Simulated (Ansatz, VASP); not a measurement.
# Cross-check of Al2O3 (Corundum) between VASP and Ansatz

One calculation is typed for both programs; each brings its own data sets. How far apart do they land? The cell is taken from a series of runs on this material, whose earlier steps may have relaxed, scaled, displaced or heated it; both programs get it as it stands.

Main program and level: Ansatz 0.2.0; plane waves, with VASP 6.6.1 beside it; zone-centre phonons at PBE.

## Step 1: Set-up

It takes space group R-3c (No. 167, trigonal). The conventional cell has a = 4.808 Å, b = 4.808 Å, c = 13.121 Å, α = 90.00°, β = 90.00°, γ = 120.00°. Nearest to Al lie 6 O at 1.87 to 1.99 Å. Nearest to O lie 4 Al at 1.87 to 1.99 Å. Farther neighbours and most contacts between anions are not listed.

As a file:

```xyz
10
Lattice="2.4040 1.3879 4.3738 -2.4040 1.3879 4.3738 0.0000 -2.7759 4.3738" Properties=species:S:1:pos:R:3 pbc="T T T"
Al    0.0000    0.0000    4.6204
Al    0.0000    0.0000    1.9403
Al    0.0000    0.0000    8.5011
Al    0.0000    0.0000   11.1811
O    -0.9320    1.3879    7.6542
O    -0.7360   -1.5011    7.6542
O     1.6680    0.1132    7.6542
O     0.9320   -1.3879    5.4673
O     0.7360    1.5011    5.4673
O    -1.6680   -0.1132    5.4673
```

## Step 2: VASP: zone-centre phonons, PBE

Second derivatives magnify differences that forces hide, and they need a tight electronic threshold.

Lines of VASP's logs that name or quote its potential files are left out, and so is its time.

INCAR reads:

```
SYSTEM = Al2O3
PREC = Accurate
ENCUT = 600
EDIFF = 1E-08
NELM = 120
ISMEAR = 0
SIGMA = 0.01
LREAL = .FALSE.
ALGO = Normal
GGA = PE
NBANDS = 34
LORBIT = 11
LWAVE = .FALSE.
LCHARG = .FALSE.
ISIF = 2
IBRION = 8
LEPSILON = .TRUE.
LASPH = .TRUE.
GGA_COMPAT = .FALSE.
EFERMI = MIDGAP
KPAR = 2
```

POSCAR reads:

```
Al2O3
1.0
    2.4039957392      1.3879475871      4.3738271545
   -2.4039957392      1.3879475871      4.3738271545
    0.0000000000     -2.7758951743      4.3738271545
Al O
4 6
Direct
    0.3521250386      0.3521250386      0.3521250386
    0.1478749614      0.1478749614      0.1478749614
    0.6478749614      0.6478749614      0.6478749614
    0.8521250386      0.8521250386      0.8521250386
    0.5561570197      0.9438429803      0.2500000000
    0.2500000000      0.5561570197      0.9438429803
    0.9438429803      0.2500000000      0.5561570197
    0.4438429803      0.0561570197      0.7500000000
    0.7500000000      0.4438429803      0.0561570197
    0.0561570197      0.7500000000      0.4438429803
```

KPOINTS reads:

```
Automatic mesh
0
Gamma
6 6 6
0 0 0
```

The projector-augmented-wave data sets are Al and O (PBE family, release 64).

Started as:

```bash
> mpirun -np 2 vasp_std
```

Numbers of over 12 decimals in the logs are rounded to 6 here.

The program printed:

```text
[banner, memory and clock lines left out]
running    2 mpi-ranks, on    1 nodes
 distrk:  each k-point on    1 cores,    2 groups
 distr:  one band on    1 cores,    1 groups

 POSCAR found type information on POSCAR AlO
 POSCAR found :  2 types and      10 ions
 LDA part: xc-table for (Slater+PW92), standard interpolation
 POSCAR, INCAR and KPOINTS ok, starting setup
 FFT: planning ... GRIDC
 FFT: planning ... GRID_SOFT
 FFT: planning ... GRID
 WAVECAR not read
 entering main loop
       N       E                     dE             d eps       ncg     rms          rms(c)
DAV:   1     0.256259087193E+03    0.25626E+03   -0.27568E+04  2176   0.151E+03
DAV:   2    -0.680881393624E+02   -0.32435E+03   -0.31399E+03  2774   0.308E+02
DAV:   3    -0.826755366217E+02   -0.14587E+02   -0.14538E+02  2808   0.669E+01
DAV:   4    -0.827947399800E+02   -0.11920E+00   -0.11914E+00  2696   0.693E+00
DAV:   5    -0.827962090300E+02   -0.14691E-02   -0.14687E-02  2736   0.771E-01    0.174E+01
DAV:   6    -0.747683859442E+02    0.80278E+01   -0.29898E+01  2648   0.292E+01    0.592E+00
DAV:   7    -0.748108419618E+02   -0.42456E-01   -0.81839E-01  2644   0.457E+00    0.327E+00
DAV:   8    -0.748275878755E+02   -0.16746E-01   -0.87686E-02  2572   0.233E+00    0.680E-01
DAV:   9    -0.748316364755E+02   -0.40486E-02   -0.20663E-02  2758   0.791E-01    0.310E-01
DAV:  10    -0.748323233274E+02   -0.68685E-03   -0.85898E-04  2524   0.179E-01    0.723E-02
DAV:  11    -0.748322790494E+02    0.44278E-04   -0.39121E-04  2706   0.112E-01    0.227E-02
DAV:  12    -0.748322820330E+02   -0.29836E-05   -0.23637E-05  2592   0.294E-02    0.622E-03
DAV:  13    -0.748322814148E+02    0.61818E-06   -0.42795E-06  2708   0.115E-02    0.129E-03
DAV:  14    -0.748322812889E+02    0.12590E-06   -0.19743E-07  2446   0.274E-03    0.736E-04
DAV:  15    -0.748322813657E+02   -0.76829E-07   -0.10390E-08  2030   0.692E-04    0.312E-04
DAV:  16    -0.748322814040E+02   -0.38228E-07   -0.12021E-09  1436   0.215E-04    0.539E-05
DAV:  17    -0.748322814031E+02    0.83446E-09   -0.63478E-10  1302   0.137E-04
   1 F= -.74832281E+02 E0= -.74832281E+02  d E =0.000000E+00
 Linear response reoptimize wavefunctions to high precision
DAV:   1    -0.748322814024E+02    0.69167E-09   -0.63093E-11  1306   0.462E-05
DAV:   2    -0.748322814025E+02   -0.54570E-10   -0.51623E-12  1296   0.151E-05
 Linear response G [H, r] |phi>, progress :
  Direction:   1
       N       E                     dE             d eps       ncg     rms
RMM:   1    -0.194807982074E+03   -0.19481E+03    0.14282E+02  5020   0.928E+01
RMM:   2    -0.171676321286E+03    0.23132E+02   -0.10063E+01  3784   0.177E+01
RMM:   3    -0.171721573786E+03   -0.45252E-01   -0.12260E-01  3946   0.191E+00
RMM:   4    -0.171723395899E+03   -0.18221E-02   -0.27160E-03  4081   0.283E-01
RMM:   5    -0.171723424505E+03   -0.28606E-04    0.73786E-06  4132   0.516E-02
RMM:   6    -0.171723423565E+03    0.94048E-06    0.10041E-04  4203   0.172E-02
RMM:   7    -0.171723423492E+03    0.72595E-07    0.10867E-04  4220   0.124E-02
RMM:   8    -0.171723422980E+03    0.51228E-06    0.12109E-04  4220   0.117E-02
RMM:   9    -0.171723423112E+03   -0.13242E-06    0.11064E-04  3853   0.116E-02
RMM:  10    -0.171723424123E+03   -0.10114E-05    0.15990E-04  3613   0.117E-02
 Linear response G [H, r] |phi>, progress :
  Direction:   2
       N       E                     dE             d eps       ncg     rms
RMM:   1    -0.196188698578E+03   -0.19619E+03    0.13973E+02  5012   0.931E+01
RMM:   2    -0.173573780897E+03    0.22615E+02   -0.99840E+00  3771   0.178E+01
RMM:   3    -0.173622445189E+03   -0.48664E-01   -0.12018E-01  3927   0.191E+00
RMM:   4    -0.173624250593E+03   -0.18054E-02   -0.28400E-03  4086   0.282E-01
RMM:   5    -0.173624283508E+03   -0.32914E-04   -0.16480E-04  4144   0.508E-02
RMM:   6    -0.173624286268E+03   -0.27603E-05   -0.11285E-04  4225   0.170E-02
RMM:   7    -0.173624286440E+03   -0.17225E-06   -0.11381E-04  4235   0.122E-02
RMM:   8    -0.173624286156E+03    0.28416E-06   -0.15632E-04  4255   0.116E-02
RMM:   9    -0.173624286075E+03    0.81306E-07   -0.16622E-04  3888   0.115E-02
RMM:  10    -0.173624284658E+03    0.14169E-05   -0.24328E-05  3615   0.115E-02
 Linear response G [H, r] |phi>, progress :
  Direction:   3
       N       E                     dE             d eps       ncg     rms
RMM:   1    -0.194665292376E+03   -0.19467E+03    0.13868E+02  4892   0.931E+01
RMM:   2    -0.172630379785E+03    0.22035E+02   -0.92565E+00  3804   0.171E+01
RMM:   3    -0.172674354385E+03   -0.43975E-01   -0.11220E-01  3870   0.183E+00
RMM:   4    -0.172676056662E+03   -0.17023E-02   -0.21508E-03  4003   0.260E-01
RMM:   5    -0.172676084944E+03   -0.28282E-04   -0.65484E-06  4081   0.475E-02
RMM:   6    -0.172676083634E+03    0.13094E-05    0.78407E-05  4150   0.159E-02
RMM:   7    -0.172676083899E+03   -0.26474E-06    0.77566E-05  4176   0.114E-02
[...]
RMM:   7    -0.601966532979E+00   -0.37294E-03   -0.39183E-06  8790   0.111E-02    0.388E-03
RMM:   8    -0.602058805487E+00   -0.92273E-04   -0.87893E-07  8729   0.417E-03    0.359E-04
RMM:   9    -0.602057428356E+00    0.13771E-05   -0.47006E-07  8828   0.979E-04    0.167E-04
RMM:  10    -0.602059527918E+00   -0.20996E-05   -0.93569E-07  8607   0.739E-04    0.344E-05
[...]
RMM:  13    -0.827113408043E-02    0.15980E-08   -0.48344E-08 13907   0.568E-05    0.293E-07
 first order change of Fermi-energy  -0.89918E-06
 force on displaced ion       1 direction 1 : -18.204  -0.000  -0.000
 Born effective charge ion    1 direction 1 :   2.979   0.035   0.000
 Linear response progress:
  Degree of freedom:   2/  5
       N       E                     dE             d eps       ncg     rms          rms(c)
RMM:   1    -0.185564164716E-01   -0.18556E-01   -0.28687E-02  8092   0.955E-01
RMM:   2    -0.835768690997E-02    0.10199E-01   -0.18627E-03  4786   0.267E-01    0.727E-02
RMM:   3    -0.814514615087E-02    0.21254E-03   -0.42705E-05  4972   0.542E-02    0.464E-02
RMM:   4    -0.801871510917E-02    0.12643E-03   -0.10870E-04  4850   0.617E-02    0.921E-03
RMM:   5    -0.800812863263E-02    0.10586E-04    0.22350E-05  4929   0.117E-02    0.493E-03
RMM:   6    -0.799835719294E-02    0.97714E-05    0.76969E-06  4940   0.641E-03    0.128E-03
RMM:   7    -0.799746337358E-02    0.89382E-06    0.16636E-06  5050   0.156E-03    0.552E-04
RMM:   8    -0.799755107712E-02   -0.87704E-07   -0.89637E-07  4978   0.693E-04    0.871E-05
RMM:   9    -0.799767105470E-02   -0.11998E-06   -0.93693E-07  5181   0.163E-04    0.404E-05
RMM:  10    -0.799765185630E-02    0.19198E-07   -0.21203E-07  5021   0.107E-04    0.863E-06
RMM:  11    -0.799765438510E-02   -0.25288E-08   -0.99670E-08  5237   0.611E-05    0.332E-06
 first order change of Fermi-energy   0.64691E-01
 force on displaced ion       1 direction 3 :   0.000   0.000 -16.988
 Born effective charge ion    1 direction 3 :   0.000  -0.000   2.951
 Linear response progress:
  Degree of freedom:   3/  5
       N       E                     dE             d eps       ncg     rms          rms(c)
RMM:   1    -0.374081038025E+00   -0.37408E+00    0.41176E-01  8926   0.306E+00
RMM:   2    -0.370368693804E+00    0.37123E-02   -0.63018E-03  8046   0.384E-01    0.168E-01
RMM:   3    -0.371608990730E+00   -0.12403E-02   -0.11457E-03  7411   0.159E-01    0.847E-02
RMM:   4    -0.373673409544E+00   -0.20644E-02   -0.10387E-03  7736   0.143E-01    0.204E-02
RMM:   5    -0.373697066838E+00   -0.23657E-04   -0.40523E-05  8570   0.295E-02    0.730E-03
RMM:   6    -0.373752876468E+00   -0.55810E-04   -0.10112E-06  8801   0.629E-03    0.145E-03
RMM:   7    -0.373756091970E+00   -0.32155E-05   -0.12719E-07  8795   0.125E-03    0.777E-04
RMM:   8    -0.373758730746E+00   -0.26388E-05   -0.57283E-08  8839   0.754E-04    0.195E-04
RMM:   9    -0.373757569164E+00    0.11616E-05   -0.39593E-08  8836   0.409E-04    0.928E-05
RMM:  10    -0.373758175385E+00   -0.60622E-06   -0.11723E-07  8864   0.362E-04    0.267E-05
RMM:  11    -0.373757993849E+00    0.18154E-06   -0.10281E-07  8896   0.347E-04    0.595E-06
RMM:  12    -0.373758052914E+00   -0.59065E-07    0.38486E-08  9026   0.332E-04    0.221E-06
RMM:  13    -0.373758038136E+00    0.14778E-07   -0.81880E-08  9008   0.328E-04    0.702E-07
RMM:  14    -0.373758050010E+00   -0.11874E-07   -0.19064E-08  8966   0.326E-04    0.632E-07
RMM:  15    -0.373758044318E+00    0.56921E-08    0.87410E-09  8885   0.324E-04    0.132E-07
 first order change of Fermi-energy   0.32133E+00
 force on displaced ion       5 direction 1 : -16.705  -0.000   0.000
 Born effective charge ion    5 direction 1 :  -2.086   0.000   0.000
 Linear response progress:
  Degree of freedom:   4/  5
       N       E                     dE             d eps       ncg     rms          rms(c)
RMM:   1    -0.374277412694E+00   -0.37428E+00    0.38653E-01 14888   0.302E+00
RMM:   2    -0.370468740807E+00    0.38087E-02   -0.58469E-03 13057   0.372E-01    0.164E-01
RMM:   3    -0.371733488920E+00   -0.12647E-02   -0.10522E-03 12112   0.152E-01    0.831E-02
RMM:   4    -0.373801794403E+00   -0.20683E-02   -0.98289E-04 12563   0.141E-01    0.191E-02
RMM:   5    -0.373776125441E+00    0.25669E-04   -0.40978E-05 14085   0.307E-02    0.451E-03
RMM:   6    -0.373846138245E+00   -0.70013E-04   -0.10569E-06 14481   0.530E-03    0.168E-03
RMM:   7    -0.373835612077E+00    0.10526E-04   -0.88349E-08 14476   0.178E-03    0.849E-04
RMM:   8    -0.373844948530E+00   -0.93365E-05   -0.98364E-08 14557   0.929E-04    0.187E-04
RMM:   9    -0.373844934479E+00    0.14051E-07    0.16227E-07 14565   0.398E-04    0.643E-05
RMM:  10    -0.373845150639E+00   -0.21616E-06   -0.38272E-07 14573   0.348E-04    0.131E-05
RMM:  11    -0.373845097310E+00    0.53329E-07    0.43880E-07 14743   0.332E-04    0.693E-06
RMM:  12    -0.373845144192E+00   -0.46882E-07   -0.92312E-08 14818   0.328E-04    0.130E-06
RMM:  13    -0.373845137007E+00    0.71851E-08   -0.12748E-07 14937   0.325E-04    0.535E-07
RMM:  14    -0.373845141005E+00   -0.39979E-08   -0.74628E-08 14709   0.323E-04    0.213E-07
 first order change of Fermi-energy  -0.99614E-05
 force on displaced ion       5 direction 2 :  -0.001 -17.493   5.123
 Born effective charge ion    5 direction 2 :   0.000  -1.887   0.363
 Linear response progress:
  Degree of freedom:   5/  5
       N       E                     dE             d eps       ncg     rms          rms(c)
RMM:   1    -0.374689145300E+00   -0.37469E+00    0.38670E-01 14782   0.301E+00
RMM:   2    -0.371281855333E+00    0.34073E-02   -0.58974E-03 13322   0.371E-01    0.162E-01
RMM:   3    -0.372582453195E+00   -0.13006E-02   -0.10589E-03 12050   0.152E-01    0.821E-02
RMM:   4    -0.374644252825E+00   -0.20618E-02   -0.96152E-04 12619   0.137E-01    0.202E-02
RMM:   5    -0.374649388577E+00   -0.51358E-05   -0.52919E-05 13761   0.345E-02    0.479E-03
RMM:   6    -0.374748444321E+00   -0.99056E-04   -0.49113E-06 14429   0.843E-03    0.177E-03
RMM:   7    -0.374750870318E+00   -0.24260E-05   -0.16731E-07 14493   0.177E-03    0.619E-04
RMM:   8    -0.374754633842E+00   -0.37635E-05   -0.66957E-08 14542   0.639E-04    0.205E-04
RMM:   9    -0.374754666997E+00   -0.33155E-07   -0.60883E-08 14553   0.408E-04    0.474E-05
RMM:  10    -0.374754560534E+00    0.10646E-06   -0.46900E-07 14572   0.329E-04    0.159E-05
RMM:  11    -0.374754544882E+00    0.15652E-07    0.17044E-07 14685   0.314E-04    0.278E-06
RMM:  12    -0.374754582646E+00   -0.37764E-07   -0.18069E-07 14733   0.309E-04    0.996E-07
RMM:  13    -0.374754587466E+00   -0.48204E-08   -0.12532E-08 14664   0.306E-04    0.460E-07
 first order change of Fermi-energy   0.34793E-04
 force on displaced ion       5 direction 3 :   0.001   5.122 -14.509
 Born effective charge ion    5 direction 3 :  -0.000   0.266  -1.968
 Born effective charges drift removed
 Linear response finished
```

(Continued in part 2 of 3.)

[Lines on the potential files, build, host, timing and source positions are cut from VASP's logs without a mark.]

[Logs are printed without paths, hosts, clocks, repeated set-up lines and the standing remarks that a program may print on its own settings, such as how far it seeks lower states.]

[Hosts, paths, dates, database ids (printed as entryN), source tags and the programs' standing remarks are cut or masked in the printed files.]
